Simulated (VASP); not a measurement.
A convergence study with VASP on KTaO$_{3}$ (cubic perovskite): one setting is varied, all else stays as given below, so the limit is that of these other settings.

```xyz
5
Lattice="3.9900 0.0000 0.0000 0.0000 3.9900 0.0000 0.0000 0.0000 3.9900" Properties=species:S:1:pos:R:3 pbc="T T T"
K      0.0000     0.0000     0.0000
Ta     1.9950     1.9950     1.9950
O      1.9950     0.0000     1.9950
O      0.0000     1.9950     1.9950
O      1.9950     1.9950     0.0000
```

These are PBE GGA, VASP's PBE PAW potentials (set 64) (plane waves; VASP) values and carry that method's errors. The tightest run used: 700 eV cut-off, 10×10×10 Monkhorst-Pack mesh, Gaussian smearing of 0.050 eV, potentials K_sv Ta_pv O.

### Question
The settings run are 2×2×2 mesh; 3×3×3 mesh; 4×4×4 mesh; 5×5×5 mesh; 6×6×6 mesh; 7×7×7 mesh; 8×8×8 mesh; 9×9×9 mesh; 10×10×10 mesh. From which on does the stress (every component) stay within 0.5 GPa of the tightest run?

### Answer
From 3×3×3 mesh on: it is off by 0.26 there and by no more than 0.5 in any finer run, while 2×2×2 mesh is off by 1.03.
| setting | E (eV/atom) | pressure (GPa) | irreducible k-points | difference judged (GPa) |
|---|---|---|---|---|
| 2×2×2 mesh | -8.3451 | 4.57 | 1 | 1.03 |
| 3×3×3 mesh | -8.1820 | 5.85 | 4 | 0.26 |
| 4×4×4 mesh | -8.2149 | 5.57 | 4 | 0.03 |
| 5×5×5 mesh | -8.2094 | 5.60 | 10 | 0.01 |
| 6×6×6 mesh | -8.2106 | 5.60 | 10 | 0.00 |
| 7×7×7 mesh | -8.2104 | 5.60 | 20 | 0.00 |
| 8×8×8 mesh | -8.2104 | 5.60 | 20 | 0.00 |
| 9×9×9 mesh | -8.2104 | 5.60 | 35 | 0.00 |
| 10×10×10 mesh | -8.2104 | 5.60 | 35 | 0.00 |

Left out are rungs that failed or repeat a setting and relaxations that didn't move; long series are thinned to 24 rows.

The compound is KTaO3 in the cubic perovskite structure. The cell was not relaxed at this level.
